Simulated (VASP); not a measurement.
```
Be
1.0
    1.13473    -1.96541     0.00000
    1.13473     1.96541     0.00000
    0.00000     0.00000     3.55667
Be
2
Cartesian
  1.13473   0.65514   0.88917
  1.13473  -0.65514   2.66751
```

All values below come from rev-vdW-DF2, VASP's PBE PAW potentials (set 64) (plane waves; VASP). Run with 520 eV cut-off, 20×20×12 Γ-centred mesh, tetrahedra with Blöchl corrections, potentials Be.

### Question
Tabulate the total density of states (states/eV per cell) against energy (eV; zero at the valence-band maximum or, without a gap, the Fermi level).

### Answer

(E (eV), DOS (states/eV)): (-9.94, 0.20); (-9.70, 0.21); (-9.47, 0.23); (-9.24, 0.24); (-9.01, 0.26); (-8.77, 0.27); (-8.54, 0.28); (-8.31, 0.30); (-8.07, 0.31); (-7.84, 0.32); (-7.73, 0.32); (-7.49, 0.34); (-7.26, 0.35); (-7.03, 0.36); (-6.80, 0.37); (-6.56, 0.38); (-6.33, 0.39); (-6.10, 0.41); (-5.87, 0.42); (-5.63, 0.44); (-5.40, 0.46); (-5.17, 0.49); (-4.94, 0.54); (-4.70, 0.52); (-4.47, 0.54); (-4.24, 0.53); (-4.01, 0.52); (-3.77, 0.50); (-3.54, 0.51); (-3.31, 0.50); (-3.19, 0.50); (-2.96, 0.58); (-2.73, 0.56); (-2.50, 0.54); (-2.26, 0.50); (-2.03, 0.45); (-1.80, 0.43); (-1.57, 0.42); (-1.33, 0.41); (-1.10, 0.28); (-0.87, 0.23); (-0.64, 0.18); (-0.40, 0.18); (-0.17, 0.14); (0.06, 0.11); (0.29, 0.09); (0.53, 0.09); (0.76, 0.12); (0.99, 0.16); (1.22, 0.23); (1.34, 0.31); (1.57, 0.58); (1.80, 1.02); (2.04, 0.99); (2.27, 0.73); (2.50, 0.62); (2.73, 0.55); (2.97, 0.52); (3.20, 0.50); (3.43, 0.49)
Within 2 eV below the Fermi level the largest weight inside VASP's projection spheres is Be p.

The compound is Be in the hcp structure. It was relaxed first.
